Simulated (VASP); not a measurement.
Consider the following.

```xyz
2
Lattice="1.8000 -3.1177 0.0000 1.8000 3.1177 0.0000 0.0000 0.0000 5.6900" Properties=species:S:1:pos:R:3 pbc="T T T"
Tb     1.8000     1.0392     1.4225
Tb     1.8000    -1.0392     4.2675
```

Method: revTPSS meta-GGA, VASP's PBE PAW potentials (set 64) (plane waves; VASP 6.6.1). Settings: 520 eV cut-off, 11×11×6 Γ-centred mesh, first-order Methfessel-Paxton smearing of 0.10 eV, potentials Tb_3.

The 4f electrons are frozen in the core of the lanthanide potential, so 4f levels, which can set the real gap, and their magnetism are missing. Energy and stress use the plane-wave basis of the starting cell.

**Question.** The ions, cell shape and volume are relaxed. What does this cell relax into?

**Answer.** 
```xyz
2
Lattice="1.7908 -3.1017 0.0000 1.7908 3.1017 0.0000 0.0000 0.0000 5.5816" Properties=species:S:1:pos:R:3 pbc="T T T"
Tb     1.7908     1.0339     1.3954
Tb     1.7908    -1.0339     4.1862
```
Space group P6_3/mmc (194), at a tolerance of 0.03 Å.

**Question.** How do energy and volume change from the first to the last step?

**Answer.** The energy (σ→0) changes by -4.3 meV/atom and the volume by -2.9 %, in 5 ionic steps.

The compound is Tb in the hcp structure. This run relaxes it. Symmetry was kept, so distortions that lower it aren't found.
